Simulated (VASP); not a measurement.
Method: PW91 GGA, VASP's PBE PAW potentials (set 64) (plane waves; VASP).

VASP input:

INCAR:
```
ALGO = Normal
EDIFF = 1E-7
EDIFFG = -0.01
ENCUT = 520
GGA = 91
IBRION = 2
ISIF = 4
ISMEAR = 0
LASPH = T
LCHARG = F
LMAXMIX = 4
LREAL = F
LWAVE = F
NELM = 100
NSW = 30
PREC = Accurate
SIGMA = 0.05
SYSTEM = PbO2
```

File POSCAR:
```
PbO2
1
    5.0219849599     0.0000000000     0.0000000000
    0.0000000000     5.0219849599     0.0000000000
    0.0000000000     0.0000000000     3.4130059416
Pb O
2 4
Direct
  1.0000000000   0.0000000000   0.0000000000
  0.5000000000   0.5000000000   0.5000000000
  0.3079910118   0.3079910118   0.0000000000
  0.8079910118   0.1920089882   0.5000000000
  0.1920089882   0.8079910118   0.5000000000
  0.6920089882   0.6920089882   0.0000000000
```

### KPOINTS
```
kpoints
0
G
  5 5 7
```

POTCAR, in this order: Pb_d O (PBE.64 set). Program: vasp_std.

Output

### OSZICAR
```
       N       E                     dE             d eps       ncg     rms          rms(c)
DAV:   1     0.683538016987E+03    0.68354E+03   -0.26524E+04  1488   0.202E+03
DAV:   2     0.528131613914E+02   -0.63072E+03   -0.60931E+03  1656   0.547E+02
DAV:   3    -0.348527579985E+02   -0.87666E+02   -0.86304E+02  1946   0.226E+02
DAV:   4    -0.381713901603E+02   -0.33186E+01   -0.33089E+01  1802   0.481E+01
DAV:   5    -0.383090234913E+02   -0.13763E+00   -0.13761E+00  2092   0.881E+00    0.144E+01
DAV:   6    -0.321843226661E+02    0.61247E+01   -0.28090E+01  2282   0.609E+01    0.465E+00
DAV:   7    -0.322009242969E+02   -0.16602E-01   -0.19019E+00  1651   0.108E+01    0.278E+00
DAV:   8    -0.321952797228E+02    0.56446E-02   -0.54233E-01  2304   0.674E+00    0.127E+00
DAV:   9    -0.321616091272E+02    0.33671E-01   -0.14395E-01  2401   0.459E+00    0.126E-01
DAV:  10    -0.321633016776E+02   -0.16926E-02   -0.11532E-02  1698   0.676E-01    0.103E-01
DAV:  11    -0.321632886128E+02    0.13065E-04   -0.33908E-04  2288   0.178E-01    0.400E-02
DAV:  12    -0.321632740281E+02    0.14585E-04   -0.55261E-05  1904   0.499E-02    0.103E-02
DAV:  13    -0.321632740693E+02   -0.41226E-07   -0.33150E-06  2202   0.162E-02    0.380E-03
DAV:  14    -0.321632733794E+02    0.68996E-06   -0.20950E-06  2138   0.209E-02    0.149E-03
DAV:  15    -0.321632733848E+02   -0.53933E-08   -0.22217E-07  1335   0.429E-03
   1 F= -.32163273E+02 E0= -.32163222E+02  d E =-.321633E+02
       N       E                     dE             d eps       ncg     rms          rms(c)
DAV:   1    -0.321702559107E+02   -0.69825E-02   -0.97017E-01  1488   0.710E+00    0.444E-01
DAV:   2    -0.321688886155E+02    0.13673E-02   -0.40029E-02  1890   0.179E+00    0.264E-01
DAV:   3    -0.321663792165E+02    0.25094E-02   -0.32779E-03  2169   0.747E-01    0.577E-02
DAV:   4    -0.321663812172E+02   -0.20007E-05   -0.91023E-04  2148   0.232E-01    0.209E-02
DAV:   5    -0.321663791277E+02    0.20895E-05   -0.71158E-05  1722   0.862E-02    0.574E-03
DAV:   6    -0.321663781887E+02    0.93903E-06   -0.11536E-05  2214   0.396E-02    0.300E-03
DAV:   7    -0.321663783211E+02   -0.13243E-06   -0.87440E-07  1889   0.956E-03    0.151E-03
DAV:   8    -0.321663784175E+02   -0.96380E-07   -0.11223E-07  1229   0.354E-03
   2 F= -.32166378E+02 E0= -.32166327E+02  d E =-.310503E-02
       N       E                     dE             d eps       ncg     rms          rms(c)
DAV:   1    -0.321678486273E+02   -0.14703E-02   -0.26498E-01  1502   0.371E+00    0.231E-01
DAV:   2    -0.321674858270E+02    0.36280E-03   -0.10948E-02  1890   0.941E-01    0.138E-01
DAV:   3    -0.321668004233E+02    0.68540E-03   -0.89932E-04  2160   0.390E-01    0.296E-02
DAV:   4    -0.321668020387E+02   -0.16153E-05   -0.24682E-04  2158   0.119E-01    0.109E-02
DAV:   5    -0.321668015473E+02    0.49133E-06   -0.18353E-05  1722   0.432E-02    0.286E-03
DAV:   6    -0.321668012971E+02    0.25026E-06   -0.28078E-06  2167   0.180E-02    0.137E-03
DAV:   7    -0.321668013378E+02   -0.40773E-07   -0.18164E-07  1184   0.437E-03
   3 F= -.32166801E+02 E0= -.32166749E+02  d E =-.352795E-02
       N       E                     dE             d eps       ncg     rms          rms(c)
DAV:   1    -0.321672703972E+02   -0.46910E-03   -0.52838E-02  1518   0.171E+00    0.116E-01
DAV:   2    -0.321671220912E+02    0.14831E-03   -0.13770E-03  2357   0.385E-01    0.692E-02
DAV:   3    -0.321670017628E+02    0.12033E-03   -0.13536E-04  2266   0.147E-01    0.910E-03
DAV:   4    -0.321670025571E+02   -0.79435E-06   -0.25311E-05  2210   0.381E-02    0.303E-03
DAV:   5    -0.321670027106E+02   -0.15350E-06   -0.41629E-07  1519   0.679E-03    0.127E-03
DAV:   6    -0.321670027670E+02   -0.56363E-07   -0.88440E-08  1059   0.288E-03
   4 F= -.32167003E+02 E0= -.32166951E+02  d E =-.201429E-03
       N       E                     dE             d eps       ncg     rms          rms(c)
DAV:   1    -0.321672156785E+02   -0.21297E-03   -0.32248E-02  1504   0.133E+00    0.910E-02
DAV:   2    -0.321671246952E+02    0.90983E-04   -0.84081E-04  2350   0.300E-01    0.540E-02
DAV:   3    -0.321670512044E+02    0.73491E-04   -0.82591E-05  2265   0.115E-01    0.716E-03
DAV:   4    -0.321670517000E+02   -0.49560E-06   -0.15596E-05  2189   0.300E-02    0.238E-03
DAV:   5    -0.321670518016E+02   -0.10157E-06   -0.23850E-07  1311   0.534E-03    0.101E-03
DAV:   6    -0.321670518387E+02   -0.37149E-07   -0.75186E-08   961   0.273E-03
   5 F= -.32167052E+02 E0= -.32166999E+02  d E =-.250501E-03
```

OUTCAR:
```
------------------------ aborting loop because EDIFF is reached ----------------------------------------
  FORCE on cell =-STRESS in cart. coord.  units (eV):
  Direction    XX          YY          ZZ          XY          YZ          ZX
  --------------------------------------------------------------------------------------
  Total        2.0402725      2.0402725      2.0503743      0.0000000      0.0000000      0.0000000
  in kB       37.9761476     37.9761476     38.1641745      0.0000000      0.0000000      0.0000000
  external PRESSURE =      38.0388232 kB  Pullay stress =       0.0000000 kB
  volume of cell :       86.08
      direct lattice vectors                 reciprocal lattice vectors
     5.002383396 -0.000000000  0.000000000     0.199904710  0.000000000  0.000000000
    -0.000000000  5.002383396  0.000000000     0.000000000  0.199904710  0.000000000
     0.000000000  0.000000000  3.439805698     0.000000000  0.000000000  0.290714095
 POSITION                                       TOTAL-FORCE (eV/Angst)
 -----------------------------------------------------------------------------------
      0.00000      0.00000      0.00000         0.000000     -0.000000      0.000000
      2.50119      2.50119      1.71990         0.000000     -0.000000      0.000000
      1.53743      1.53743      0.00000        -0.000886     -0.000886     -0.000000
      4.03862      0.96376      1.71990        -0.000886      0.000886      0.000000
      0.96376      4.03862      1.71990         0.000886     -0.000886      0.000000
      3.46495      3.46495      0.00000         0.000886      0.000886      0.000000
 -----------------------------------------------------------------------------------
    total drift:                                0.000000      0.000000     -0.000000
  FREE ENERGIE OF THE ION-ELECTRON SYSTEM (eV)
  ---------------------------------------------------
  free  energy   TOTEN  =       -32.1670518387 eV

  energy  without entropy=      -32.1669471464  energy(sigma->0) =      -32.16699949

 reached required accuracy - stopping structural energy minimisation
```
(Selected blocks of OUTCAR.)

CONTCAR:
```
PbO2
   1.00000000000000
     5.0023833956301900   -0.0000000000000000    0.0000000000000000
    -0.0000000000000000    5.0023833956301900    0.0000000000000000
     0.0000000000000000    0.0000000000000000    3.4398056978369853
  Pb              O
     2     4
Direct
     0.0000000000000000    0.0000000000000000    0.0000000000000000
     0.5000000000000000    0.5000000000000000    0.5000000000000000
     0.3073394528780595    0.3073394528780595    0.0000000000000000
     0.8073394528780595    0.1926605471219404    0.5000000000000000
     0.1926605471219404    0.8073394528780595    0.5000000000000000
     0.6926605471219405    0.6926605471219405    0.0000000000000000
```

The compound is PbO2 in the rutile structure. This cell is one point of a volume scan, at 0.97 of the reference volume. Symmetry was kept, so distortions that lower it aren't found.
